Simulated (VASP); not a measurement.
```yaml
crystal:
  lattice:
    - [0.00000, 2.72655, 2.72655]
    - [2.72655, 0.00000, 2.72655]
    - [2.72655, 2.72655, 0.00000]
  atoms:
    - { symbol: Cd, position: [0.00000, 0.00000, 0.00000] }
    - { symbol: F, position: [0.25000, 0.25000, 0.25000] }
    - { symbol: F, position: [0.75000, 0.75000, 0.75000] }
```

Computed with PBE GGA with D3 dispersion (Becke-Johnson damping), VASP's PBE PAW potentials (set 64) (plane waves; VASP 6.6.1). Numerical set-up: 520 eV cut-off, 6×6×6 Γ-centred mesh, Gaussian smearing of 0.050 eV, potentials Cd F.

Problem. Estimate the energy per atom (σ→0).

Solution. 
| Property | Result |
|---|---|
| energy per atom (σ→0) | -366.1 kJ/mol of atoms |

Only differences to runs with the same potentials and settings are physical.

The compound is CdF2 in the fluorite structure. It was relaxed first. The start is the result of an earlier pass.
